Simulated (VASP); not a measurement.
# Si12O24F (a cell with a defect): single point with PBE

Crystal: Si12O24F (a cell with a defect).

```xyz
37
Lattice="-2.5104 4.3482 5.5093 5.0208 0.0000 5.5093 5.0208 8.6963 0.0000" Properties=species:S:1:pos:R:3 pbc="T T T"
Si    3.7846    2.2051    7.2421
Si    1.3961    6.2968    7.3813
Si    1.3974    2.2762    0.0503
Si    1.3034    2.3214    5.4432
Si    5.0510    4.2553    3.6501
Si   -0.1723    4.4171    3.6419
Si    6.2924    6.6232    7.3589
Si    3.8709   10.7723    7.3919
Si    3.8377    6.6824    0.0788
Si    3.8123    6.4707    5.5231
Si    7.4478    8.6651    3.7261
Si    2.5729    8.9254    3.7672
O     4.1088    3.1065    2.9978
O     3.8829    3.3853    8.3542
O     6.0737    3.6532    4.7668
O     0.8074    3.6580    4.6792
O     0.2679    1.9547    1.1739
O     2.8342    5.9428    6.7060
O     4.0897    5.2923    4.4472
O     3.8777    5.4174    9.9825
O     2.7746    2.6707    6.0629
O     0.3361    6.8053    6.2574
O     0.7554    5.2950    2.6283
O     0.8414    4.9262    8.0472
O     6.5086    7.4877    3.1144
O     6.4878    7.8632    8.4117
O     8.4218    8.0928    4.8983
O     3.0036    7.6107    4.7024
O     2.6870    6.2519    1.1548
O     5.3126   10.6167    6.6545
O     6.5176    9.8213    4.3660
O     6.4311    9.8750    9.9600
O     5.2041    7.0141    6.1892
O     2.7135   11.3115    6.3850
O     3.1813    9.4800    2.2958
O     3.4092    9.3278    7.9935
F     3.8910    9.7097    4.4863
```

The cell was built by a generator and needn't be a form met in nature.

* Program: VASP 6.6.1
* Task: single point
* Functional: PBE
* Potentials or basis: VASP PAW PBE potentials, release 64 (Si, O, F)
* Cutoff: 520 eV
* k mesh: 1 × 1 × 1, shifted
* Occupations: fermi-dirac, width 0.01 eV
* Spin: no spin polarisation
* Dipole correction: no
* Charge: 1
* Further INCAR settings: LREAL = Auto; ALGO = Fast; EDIFF = 1e-07; NBANDS = 124; NELECT = 198.0

The largest force is 0.180 eV/Å and the band gap on the k mesh is 0.07 eV, direct.

Forces on the atoms (eV/Å):
```
Si   0.019 -0.009  0.007
Si   0.006 -0.011 -0.001
Si   0.002  0.010  0.008
Si  -0.002  0.021 -0.010
Si  -0.008  0.005  0.002
Si  -0.010  0.009 -0.011
Si  -0.001 -0.024  0.007
Si   0.010 -0.012  0.003
Si  -0.009  0.029  0.027
Si  -0.004 -0.007 -0.015
Si  -0.008 -0.003 -0.002
Si  -0.120 -0.112 -0.075
O    0.011 -0.006 -0.004
O    0.018 -0.012  0.000
O   -0.012 -0.009  0.000
O   -0.009 -0.014  0.002
O    0.003  0.014 -0.012
O   -0.003  0.014 -0.004
O    0.015  0.008  0.004
O    0.007  0.000  0.003
O   -0.011 -0.009 -0.010
O   -0.004 -0.012  0.008
O   -0.017  0.006  0.002
O   -0.015  0.004  0.013
O    0.009 -0.003 -0.008
O    0.010  0.012  0.001
O   -0.009 -0.013 -0.008
O    0.002  0.025 -0.011
O    0.011  0.014 -0.015
O   -0.004  0.008  0.001
O    0.013  0.005  0.007
O    0.008  0.007  0.000
O   -0.001 -0.004  0.010
O    0.002 -0.017  0.001
O   -0.003  0.004  0.020
O   -0.007  0.020 -0.005
F    0.108  0.065  0.065
```

Levels at points of the mesh, in eV from the valence-band top:
```csv
k point,band 97,band 98,band 99,band 100,band 101,band 102
"(0.25, 0.25, 0.25)",-0.21,-0.14,0.00,0.07,6.37,8.09
```

Wall time 2.9 min on 1 thread of Intel(R) Xeon(R) Platinum 8488C (Sapphire Rapids), on a shared host, peak memory 0.54 GiB.

Caveat: the cell carries a net charge on a neutralising background, which shifts energy and pressure; the cell is charged against a uniform background, so pressure and absolute levels hang on convention. As with any semilocal functional, this PBE gap is likely too small.
